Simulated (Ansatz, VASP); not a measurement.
# Ni4P (P/Ni(111)): VASP beside Ansatz, part 2 of 3

One calculation is typed for both programs; each brings its own data sets. How far apart do they land? Of the first pair: The structure shown is the start of the Ansatz relaxation below; VASP solves that cell, so the two are compared at the walk's first step.

VASP 6.6.1 and Ansatz 0.2.0.

So far: The structure; Ansatz: relaxation, PBE.

## (3) VASP: single point, PBE, start cell, pair 1

Level of this step: PBE, spin-polarised from a ferromagnetic start; plane waves and PAW (Ni, P) (VASP).

The same cell, functional, mesh and smearing now go to VASP, with its own data sets.

Lines of VASP's logs that name or quote its potential files are left out, and so is its time.

INCAR

```
SYSTEM = Ni4P
PREC = Accurate
ENCUT = 520
EDIFF = 1E-06
NELM = 200
ISMEAR = -1
SIGMA = 0.1
LREAL = .FALSE.
ALGO = Normal
GGA = PE
NBANDS = 33
ISPIN = 2
MAGMOM = 0.72 0.71 0.56 0.02 -0.01
LASPH = .TRUE.
LMAXMIX = 4
LORBIT = 11
LWAVE = .FALSE.
LCHARG = .FALSE.
ISIF = 2
LDIPOL = .TRUE.
IDIPOL = 3
DIPOL = 0.5 0.5 0.502
LVHAR = .TRUE.
GGA_COMPAT = .FALSE.
NELMDL = -8
KPAR = 4
```

POSCAR

```
Ni4P
1.0
    2.4890158698      0.0000000000      0.0000000000
    1.2445079349      2.1555509736      0.0000000000
    0.0000000000      0.0000000000     25.9592788557
Ni P
4 1
Direct
    0.0000000242      0.0000000041      0.3466968420
    0.3333333575      0.3333333374      0.4249838010
    0.6666666908      0.6666666707      0.5030103907
    0.0000000242      0.0000000041      0.5802536382
    0.3333333575      0.3333333374      0.6533031636
```

KPOINTS

```
Automatic mesh
0
Gamma
12 12 1
0 0 0
```

Potentials, in the order of the species: Ni and P (PBE family, release 64).

On the command line:

```sh
$ mpirun -np 4 vasp_std
```

Numbers of over 12 decimals in the logs are rounded to 6 here.

What it wrote:

```text
[banner, memory and clock lines left out]
running    4 mpi-ranks, on    1 nodes
 distrk:  each k-point on    1 cores,    4 groups
 distr:  one band on    1 cores,    1 groups

 POSCAR found type information on POSCAR NiP
 POSCAR found :  2 types and       5 ions
 LDA part: xc-table for (Slater+PW92), standard interpolation
 POSCAR, INCAR and KPOINTS ok, starting setup
 FFT: planning ... GRIDC
 FFT: planning ... GRID_SOFT
 FFT: planning ... GRID
 WAVECAR not read
 entering main loop
       N       E                     dE             d eps       ncg     rms          rms(c)
DAV:   1     0.320909648523E+03    0.32091E+03   -0.19708E+04  2508   0.142E+03
DAV:   2    -0.511001989607E+01   -0.32602E+03   -0.30742E+03  2568   0.318E+02
DAV:   3    -0.299258599135E+02   -0.24816E+02   -0.23739E+02  2911   0.116E+02
DAV:   4    -0.305827385425E+02   -0.65688E+00   -0.65150E+00  2994   0.183E+01
DAV:   5    -0.305995987762E+02   -0.16860E-01   -0.16851E-01  3290   0.236E+00
DAV:   6    -0.306001269737E+02   -0.52820E-03   -0.52812E-03  3232   0.427E-01
DAV:   7    -0.306001605453E+02   -0.33572E-04   -0.33571E-04  3759   0.879E-02
DAV:   8    -0.306001609404E+02   -0.39508E-06   -0.39525E-06  2520   0.950E-03    0.219E+01
DAV:   9    -0.514904171599E+02   -0.20890E+02   -0.14171E+02  3163   0.196E+02    0.342E+01
DAV:  10    -0.515616298476E+02   -0.71213E-01   -0.20431E+02  3920   0.162E+02    0.472E+01
DAV:  11    -0.335356378633E+02    0.18026E+02   -0.80631E+01  3628   0.669E+01    0.346E+01
DAV:  12    -0.287668091523E+02    0.47688E+01   -0.56437E+01  3375   0.645E+01    0.166E+01
DAV:  13    -0.325563847928E+02   -0.37896E+01   -0.42539E+01  3068   0.836E+01    0.323E+01
DAV:  14    -0.300851761733E+02    0.24712E+01   -0.33445E+01  3216   0.678E+01    0.229E+01
[...]
DAV:  41    -0.264783325982E+02   -0.61189E-04   -0.16104E-06  2061   0.119E-02    0.339E-03
DAV:  42    -0.264783550514E+02   -0.22453E-04   -0.68793E-07  2014   0.711E-03    0.205E-03
DAV:  43    -0.264783790792E+02   -0.24028E-04   -0.64525E-07  1914   0.498E-03    0.157E-03
DAV:  44    -0.264783910720E+02   -0.11993E-04   -0.25437E-07  1780   0.384E-03    0.164E-03
DAV:  45    -0.264783981082E+02   -0.70362E-05   -0.11750E-07  1787   0.295E-03    0.741E-04
DAV:  46    -0.264784025605E+02   -0.44523E-05   -0.10652E-07  1718   0.163E-03    0.118E-03
DAV:  47    -0.264784050702E+02   -0.25097E-05   -0.84781E-08  1734   0.226E-03    0.747E-04
DAV:  48    -0.264784055080E+02   -0.43783E-06   -0.16739E-08  1703   0.848E-04
   1 F= -.26478406E+02 E0= -.26367668E+02  d E =-.221476E+00  mag=     1.8075
```

OUTCAR, selected parts (step 3):

```text
ion  position               nearest neighbor table
   1  0.000  0.000  0.347-   2 2.49   2 2.49   2 2.49
   2  0.333  0.333  0.425-   3 2.48   3 2.48   3 2.48   1 2.49   1 2.49   1 2.49
   3  0.667  0.667  0.503-   4 2.47   4 2.47   4 2.47   2 2.48   2 2.48   2 2.48
   4  0.000  0.000  0.580-   5 2.38   5 2.38   5 2.38   3 2.47   3 2.47   3 2.47
   5  0.333  0.333  0.653-   4 2.38   4 2.38   4 2.38

  LATTYP: Found a hexagonal cell.
 ALAT       =     2.4890158697
 C/A-ratio  =    10.4295352920

 Subroutine GETGRP returns: Found  6 space group operations
 (whereof  6 operations were pure point group operations)

The static configuration has the point symmetry C_3v.

 Found     19 irreducible k-points:

   k-points           NKPTS =     19   k-points in BZ     NKDIM =     19   number of bands    NBANDS=     33

   dimension x,y,z NGX =    20 NGY =   20 NGZ =  196
   dimension x,y,z NGXF=    40 NGYF=   40 NGZF=  392

   ENCUT  =  520.0 eV  38.22 Ry    6.18 a.u.   4.63  4.63 48.27*2*pi/ulx,y,z

   NELECT =      45.0000    total number of electrons

 k-points in reciprocal lattice and weights: Automatic mesh
   0.00000000  0.00000000  0.00000000       0.007
   0.08333333 -0.00000000  0.00000000       0.042
   0.16666667 -0.00000000  0.00000000       0.042
   0.25000000  0.00000000  0.00000000       0.042
   0.33333333 -0.00000000  0.00000000       0.042
   0.41666667  0.00000000  0.00000000       0.042
   0.50000000  0.00000000  0.00000000       0.021
   0.16666667  0.08333333  0.00000000       0.042
   0.25000000  0.08333333  0.00000000       0.083
[...]
-0.41666667  0.25000000  0.00000000       0.083
  -0.33333333  0.33333333  0.00000000       0.014

 dipolmoment           0.000000      0.000000     -0.019779 electrons x Angstroem

 average (electrostatic) potential at core
       1 -89.9418       2 -90.1639       3 -90.0853       4 -90.3376       5 -88.5022

 E-fermi :   1.2048

 spin component 1
 k-point     1 :       0.0000    0.0000    0.0000
  band No.  band energies     occupation
    ...
     22       0.3506      0.99980
     23       0.3506      0.99980
     24       0.6057      0.99750
     25       0.6057      0.99750
     26       1.0904      0.75829
     27       4.2230      0.00000
     28       5.9706      0.00000
     29       6.0177      0.00000
     30       6.9747      0.00000
     31       7.5508      0.00000
    ...

 k-point     2 :       0.0833   -0.0000    0.0000
  band No.  band energies     occupation
    ...
     21       0.0317      0.99999
     22       0.1035      0.99998
     23       0.3556      0.99979
     24       0.6117      0.99735
     25       0.6996      0.99364
     26       1.8332      0.00186
     27       4.4469      0.00000
     28       6.1792      0.00000
     29       6.2290      0.00000
     30       7.1773      0.00000
    ...

 k-point     3 :       0.1667   -0.0000    0.0000
  band No.  band energies     occupation
    ...
     20      -0.2040      1.00000
     21       0.0462      0.99999
     22       0.2414      0.99993
     23       0.3608      0.99978
     24       0.6260      0.99694
     25       1.2693      0.34394
     26       2.9369      0.00000
     27       4.9091      0.00000
     28       5.6886      0.00000
     29       6.8064      0.00000
    ...

 k-point     4 :       0.2500    0.0000    0.0000
  band No.  band energies     occupation
    ...
     20      -0.0308      1.00000
     21       0.1463      0.99997
     22       0.3771      0.99975
     23       0.4703      0.99935
     24       0.6418      0.99642
     25       1.8442      0.00167
     26       2.6052      0.00000
     27       4.1986      0.00000
     28       6.3176      0.00000
     29       7.1026      0.00000
    ...

 k-point     5 :       0.3333   -0.0000    0.0000
  band No.  band energies     occupation
    ...
     20       0.3343      0.99983
     21       0.3831      0.99973
     22       0.4514      0.99947
     23       0.5109      0.99903
     24       0.6674      0.99538
     25       1.2396      0.41364
     26       3.0583      0.00000
     27       5.5037      0.00000
     28       6.2586      0.00000
     29       7.7055      0.00000
    ...

 k-point     6 :       0.4167    0.0000    0.0000
  band No.  band energies     occupation
    ...
     19       0.5577      0.99845
     20       0.6752      0.99501
     21       0.6901      0.99422
     22       0.7110      0.99288
     23       0.8002      0.98280
     24       1.3154      0.24856
     25       2.1127      0.00011
     26       4.0466      0.00000
     27       5.6350      0.00000
     28       5.7416      0.00000
    ...

  Total        1.9850513      1.9850513     -0.4070906      0.0000000      0.0000000     -0.0000000
  in kB       22.8351422     22.8351422     -4.6829886      0.0000000      0.0000000     -0.0000000
  external PRESSURE =      13.6624319 kB  Pullay stress =       0.0000000 kB

  energy-cutoff  :      520.00
  volume of cell :      139.28
      direct lattice vectors                 reciprocal lattice vectors
     2.489015870  0.000000000  0.000000000     0.401765217 -0.231959256  0.000000000
     1.244507935  2.155550974  0.000000000     0.000000000  0.463918512  0.000000000
     0.000000000  0.000000000 25.959278856     0.000000000  0.000000000  0.038521871

 POSITION                                       TOTAL-FORCE (eV/Angst)
 -----------------------------------------------------------------------------------
      0.00000      0.00000      9.00000         0.000000      0.000000      0.157270
      1.24451      0.71852     11.03227         0.000000      0.000000     -0.181627
      2.48902      1.43703     13.05779         0.000000     -0.000000     -0.402693
      0.00000      0.00000     15.06297         0.000000      0.000000      0.946294
      1.24451      0.71852     16.95928        -0.000000      0.000000     -0.519244
 -----------------------------------------------------------------------------------
    total drift:                               -0.000009     -0.000001     -0.000208

  FREE ENERGIE OF THE ION-ELECTRON SYSTEM (eV)
  ---------------------------------------------------
  free  energy   TOTEN  =       -26.4784055080 eV

  energy  without entropy=      -26.2569299955  energy(sigma->0) =      -26.36766775

 vacuum level on the upper side and lower side of the slab         5.588         6.255

 total charge
# of ion       s       p       d       tot
------------------------------------------
    1        0.488   0.379   8.302   9.169
    2        0.492   0.494   8.314   9.301
    3        0.500   0.498   8.331   9.330
    4        0.487   0.578   8.423   9.488
    5        1.114   1.281   0.000   2.395
--------------------------------------------------
tot          3.081   3.231  33.371  39.683

 magnetization (x)
# of ion       s       p       d       tot
------------------------------------------
    1       -0.005  -0.023   0.709   0.681
    2       -0.006  -0.023   0.686   0.657
    3       -0.005  -0.017   0.517   0.496
    4       -0.002  -0.007   0.044   0.036
    5       -0.002  -0.010   0.000  -0.012
--------------------------------------------------
tot         -0.019  -0.079   1.956   1.858

[... 6 further parts left out ...]
```

## (4) Comparison

Known differences besides the potentials themselves: VASP starts from the moments at which Ansatz ended; the data sets hold 77 valence electrons in Ansatz (on its default PAW (the set named soft_2) files) and 45 in VASP; the cutoff is 420 eV in Ansatz and 520 eV in VASP. Total energies have different zeros and are not compared.

Forces (eV/Å; atoms numbered as in POSCAR):

| atom | Ansatz x, y, z | VASP x, y, z |
| --- | --- | --- |
| Ni1 | 0.000, 0.000, 0.158 | 0.000, 0.000, 0.157 |
| Ni2 | 0.000, 0.000, -0.180 | 0.000, 0.000, -0.182 |
| Ni3 | 0.000, 0.000, -0.420 | 0.000, 0.000, -0.403 |
| Ni4 | 0.000, 0.000, 0.965 | 0.000, 0.000, 0.946 |
| P5 | 0.000, 0.000, -0.523 | 0.000, 0.000, -0.519 |

The forces differ by 6.8 meV/Å r.m.s., which is 2.2 % of the r.m.s. force of 0.304 eV/Å (both taken over all components). Moments aren't recorded for both runs of this pair, so they may hold unlike magnetic states. Where the cell holds vacuum, a pressure given here is an average over it and none of the material.

## (5) Ansatz: relaxation, PBE

This run makes the geometry at which the two programs are then compared.

The structure compared here is the end of the Ansatz relaxation.

This is the run of step 2 again, met here at its other cell.

## (6) VASP: single point, PBE, relaxed atoms in a fixed cell, pair 2

The same cell, functional, mesh and smearing now go to VASP, with its own data sets.

Edit INCAR of step 3 so:

```diff
@@ -21,3 +21,3 @@
 IDIPOL = 3
-DIPOL = 0.5 0.5 0.502
+DIPOL = 0.5 0.5 0.503
 LVHAR = .TRUE.
```

POSCAR

```
Ni4P
1.0
    2.4890158698      0.0000000000      0.0000000000
    1.2445079349      2.1555509736      0.0000000000
    0.0000000000      0.0000000000     25.9592788557
Ni P
4 1
Direct
    1.0000000000      1.0000000000      0.3466968420
    0.3333333333      0.3333333333      0.4249837989
    0.6666666666      0.6666666666      0.5029353866
    1.0000000000      1.0000000000      0.5836684214
    0.3333333333      0.3333333333      0.6533041594
```

KPOINTS is that of step 3.

On the command line:

```sh
$ mpirun -np 4 vasp_std
```

What it wrote:

```text
[... set-up lines as in an earlier step ...]
 entering main loop
       N       E                     dE             d eps       ncg     rms          rms(c)
DAV:   1     0.321418259206E+03    0.32142E+03   -0.19713E+04  2508   0.142E+03
DAV:   2    -0.498999164060E+01   -0.32641E+03   -0.30753E+03  2562   0.318E+02
DAV:   3    -0.299970136841E+02   -0.25007E+02   -0.23910E+02  2933   0.117E+02
DAV:   4    -0.306815237340E+02   -0.68451E+00   -0.67921E+00  2973   0.184E+01
[...]
DAV:  50    -0.265205908954E+02   -0.25449E-05   -0.29546E-08  1713   0.201E-03    0.550E-04
DAV:  51    -0.265205921765E+02   -0.12811E-05   -0.14739E-08  1696   0.869E-04    0.497E-04
DAV:  52    -0.265205928271E+02   -0.65063E-06   -0.73891E-09  1652   0.553E-04
   1 F= -.26520593E+02 E0= -.26413521E+02  d E =-.214143E+00  mag=     1.8123
```

From OUTCAR (step 6):

```text
  Total        2.2211041      2.2211041     -0.3181555      0.0000000      0.0000000      0.0000000
  in kB       25.5505891     25.5505891     -3.6599188      0.0000000      0.0000000      0.0000000
  external PRESSURE =      15.8137531 kB  Pullay stress =       0.0000000 kB

 POSITION                                       TOTAL-FORCE (eV/Angst)
 -----------------------------------------------------------------------------------
      0.00000      0.00000      9.00000         0.000000      0.000000      0.156351
      1.24451      0.71852     11.03227        -0.000000      0.000000     -0.159451
      2.48902      1.43703     13.05584         0.000000     -0.000000      0.011096
      0.00000      0.00000     15.15161         0.000000      0.000000     -0.018045
      1.24451      0.71852     16.95930         0.000000      0.000000      0.010049
 -----------------------------------------------------------------------------------
    total drift:                                0.000000      0.000000     -0.001199

  FREE ENERGIE OF THE ION-ELECTRON SYSTEM (eV)
  ---------------------------------------------------
  free  energy   TOTEN  =       -26.5205928271 eV

  energy  without entropy=      -26.3064493321  energy(sigma->0) =      -26.41352108

 magnetization (x)
# of ion       s       p       d       tot
------------------------------------------
    1       -0.006  -0.023   0.709   0.681
    2       -0.006  -0.023   0.689   0.660
    3       -0.005  -0.017   0.539   0.517
    4       -0.001  -0.007   0.021   0.013
    5       -0.001  -0.008   0.000  -0.009
--------------------------------------------------
tot         -0.019  -0.078   1.958   1.862

[... 2 parts as in an earlier step ...]

[... 1 further part left out ...]
[key lines of the parts left out:]
E-fermi :   1.1586
```

## (7) Differences

What differs besides the data sets and the points named for the pairs above, as far as they apply: the data sets hold 77 valence electrons in Ansatz (on its default PAW (the set named soft_2) files) and 45 in VASP; site moments are counted in spheres of each program's own size. Total energies have different zeros and are not compared.

Compared:

| quantity | Ansatz | VASP | difference |
| --- | --- | --- | --- |
| total moment (μB) | 1.87 | 1.81 | +0.06 |
| moment on Ni1 (μB) | 0.72 | 0.68 | +0.04 |
| moment on Ni2 (μB) | 0.71 | 0.66 | +0.05 |
| moment on Ni3 (μB) | 0.56 | 0.52 | +0.04 |
| work function, lower of the two faces (eV) | 4.51 | 4.51 | 0.00 |
| work function, higher of the two faces (eV) | 5.07 | 5.05 | +0.02 |

Forces (eV/Å; atoms numbered as in POSCAR):

| atom | Ansatz x, y, z | VASP x, y, z |
| --- | --- | --- |
| Ni1 | 0.000, 0.000, 0.158 | 0.000, 0.000, 0.156 |
| Ni2 | 0.000, 0.000, -0.157 | 0.000, 0.000, -0.159 |
| Ni3 | 0.000, 0.000, -0.001 | 0.000, 0.000, 0.011 |
| Ni4 | 0.000, 0.000, 0.002 | 0.000, 0.000, -0.018 |
| P5 | 0.000, 0.000, -0.001 | 0.000, 0.000, 0.010 |

The forces differ by 6.9 meV/Å r.m.s., which is 11.8 % of the r.m.s. force of 0.058 eV/Å (both taken over all components). Where the cell holds vacuum, a pressure given here is an average over it and none of the material.

## (8) Ansatz: relaxation, PBE

This run makes the geometry at which the two programs are then compared. This pair takes another composition, Ni16P, with 17 atoms.

The structure compared here is the end of the Ansatz relaxation.

input.yaml

```yaml
crystal:
  lattice:
    - [4.9780317395, 0.0, 0.0]
    - [2.4890158698, 4.3111019473, 0.0]
    - [0.0, 0.0, 25.9592788557]
  atoms:
    - { symbol: Ni, position: [0.0, 0.0, 0.346696842], spin: 0.7 }
    - { symbol: Ni, position: [0.1666666667, 0.1666666667, 0.4249837989], spin: 0.72 }
    - { symbol: Ni, position: [0.3333333333, 0.3333333333, 0.5030104016], spin: 0.72 }
    - { symbol: Ni, position: [0.0, 0.0, 0.5802536445], spin: 0.7 }
    - { symbol: Ni, position: [0.0, 0.5, 0.346696842], spin: 0.7 }
    - { symbol: Ni, position: [0.1666666667, 0.6666666667, 0.4249837989], spin: 0.72 }
    - { symbol: Ni, position: [0.3333333333, 0.8333333333, 0.5030104016], spin: 0.72 }
    - { symbol: Ni, position: [0.0, 0.5, 0.5802536445], spin: 0.7 }
    - { symbol: Ni, position: [0.5, 0.0, 0.346696842], spin: 0.7 }
    - { symbol: Ni, position: [0.6666666667, 0.1666666667, 0.4249837989], spin: 0.72 }
    - { symbol: Ni, position: [0.8333333333, 0.3333333333, 0.5030104016], spin: 0.72 }
    - { symbol: Ni, position: [0.5, 0.0, 0.5802536445], spin: 0.7 }
    - { symbol: Ni, position: [0.5, 0.5, 0.346696842], spin: 0.7 }
    - { symbol: Ni, position: [0.6666666667, 0.6666666667, 0.4249837989], spin: 0.72 }
    - { symbol: Ni, position: [0.8333333333, 0.8333333333, 0.5030104016], spin: 0.72 }
    - { symbol: Ni, position: [0.5, 0.5, 0.5802536445], spin: 0.7 }
    - { symbol: P, position: [0.1666666667, 0.1666666667, 0.653303158] }
magnetization:
  spin_polarized: true
kpoints:
  mp_grid: { grid: [6, 6, 1] }
hamiltonian:
  xc: pbe
scf:
  occupations: { method: fermi_dirac, width: 0.1 }
  convergence: { dr2_threshold: 1.0e-08 }
efield:
  axis: 3
  dipole_correction: true
  ramp_position: 0.97
  ramp_width: 0.06
relax:
  f_tol: 0.02
  max_steps: 60
  constraints: [{ sites: [0, 1, 4, 5, 8, 9, 12, 13] }]
output:
  dos: { projected: true, e_range: [-8, 4] }
  write_potential: true
  write_density: true
  volumetric_format: npy
  elf: true
```

On the command line:

```sh
$ ansatz run input.yaml --threads 4 --pin off --max-ram 16384MiB --backend cpu --events-out ev --progress --plain --runs-dir out
```

What it wrote:

```text
[...]
Crystal: 17 atoms, lattice volume = 557.107 Å³
Basis set: ecut = 420 eV, 10905 PW (Γ), exchange–correlation on 72×72×360 points (8 copies of the dense FFT grid, shifted against one another)
Bands: 183, of which v1, the nominal top of the filled ones, is band 147 counted from 1 (146 counted from 0)
Symmetry: 6 space group operations
k-points: 7 of 36 (time reversal used)
[...]
Starting moments: Σ|m| = 11.36 μB on 16 of 17 sites
[...]
- { symbol: Ni, position: [5.551115123125783e-17, 0.500000, 0.346697] }
    - { symbol: Ni, position: [0.166667, 0.666667, 0.424984] }
    - { symbol: Ni, position: [0.333868, 0.832264, 0.503393] }
    - { symbol: Ni, position: [-0.00364504, 0.507290, 0.581737] }
    - { symbol: Ni, position: [0.500000, -1.7959490104491818e-17, 0.346697] }
[...]
- { symbol: Ni, position: [0.500000, 0.500000, 0.346697] }
    - { symbol: Ni, position: [0.666667, 0.666667, 0.424984] }
    - { symbol: Ni, position: [0.833333, 0.833333, 0.501760] }
    - { symbol: Ni, position: [0.500000, 0.500000, 0.582593] }
    - { symbol: P, position: [0.166667, 0.166667, 0.641786] }
```

(Part 2 of 3 ends here.)

[Lines on the potential files, build, host, timing and source positions are cut from VASP's logs without a mark.]

[Logs are printed without paths, hosts, clocks, repeated set-up lines and the standing remarks that a program may print on its own settings, such as how far it seeks lower states.]

[Hosts, paths, dates, database ids (printed as entryN), source tags and the programs' standing remarks are cut or masked in the printed files.]
